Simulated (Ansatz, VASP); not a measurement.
One calculation of Ag2Pb, two programs

The input INCAR:

```
SYSTEM = Ag2Pb
PREC = Accurate
ENCUT = 520
EDIFF = 1E-7
ISMEAR = -1
SIGMA = 0.1
LREAL = .False.
LASPH = .True.
NELM = 100
ALGO = Normal
ISIF = 2
LWAVE = .False.
LCHARG = .False.
GGA = PE
NBANDS = 25
```

File KPOINTS:

```
regular mesh
0
Gamma
  5 5 5
  0 0 0
```

Contents of POSCAR:

```
Ag2Pb
1.0
    4.6473590000      0.0000000000      0.0000000000
   -2.3236800000      4.0247350000      0.0000000000
    0.0000000000      0.0000000000      4.0709840000
Ag Pb
2 1
Direct
    0.3333000000      0.6667000000      0.5000000000
    0.6666000000      0.3333000000      0.5000000000
    0.0000000000      0.0000000000      0.0000000000
```

Input for Ansatz:

```yaml
crystal:
  lattice:
    - [4.647359, 0.0, 0.0]
    - [-2.32368, 4.024735, 0.0]
    - [0.0, 0.0, 4.070984]
  atoms:
    - { symbol: Ag, position: [0.3333, 0.6667, 0.5] }
    - { symbol: Ag, position: [0.6666, 0.3333, 0.5] }
    - { symbol: Pb, position: [0.0, 0.0, 0.0] }
  symmetry: { tolerance: 0.0003 }
kpoints:
  mp_grid: { grid: [5, 5, 5], shift: [0, 0, 0] }
magnetization:
  spin_polarized: false
scf:
  occupations: { method: fermi_dirac }
hamiltonian:
  pseudopotentials: { kind: paw }
  xc: pbe
basis:
  ecutwfc: "500 eV"
output:
  forces: true
  stress: true
  eigenvalues: true
  write_density: true
  write_potential: true
  elf: true
  volumetric_format: npy
```

The cell was built by a generator and needn't be a form met in nature.

Alike in both runs: task single point; functional PBE; k mesh 5 × 5 × 5; no spin polarisation.

|  | VASP | Ansatz |
| --- | --- | --- |
| version | VASP 6.6.1 | Ansatz 0.2.0 |
| potentials or method | VASP PAW PBE potentials, release 64 (Ag, Pb_d) | PAW plane waves |
| plane-wave cutoff (eV) | 520 | 500 |
| occupations | fermi-dirac, width 0.1 eV | fermi-dirac |
| valence electrons in the cell | 36 | 52 |

VASP gave:

* gap on the k mesh at the Fermi level (eV): none
* pressure (GPa): -1.3
* largest component of the traceless stress (GPa): 3.39

**Question.** Which values does Ansatz return?

**Answer.** gap on the k mesh at the Fermi level (eV): none; pressure (GPa): -1.2; largest component of the traceless stress (GPa): 3.42.

A gap of «none» marks a metal or a gap that the smearing closes. The two sets of potentials don't hold the same shells in valence. Ansatz warned: «structure_snapped_to_symmetry».

Spin-orbit coupling is left out, which matters for the levels of Pb.
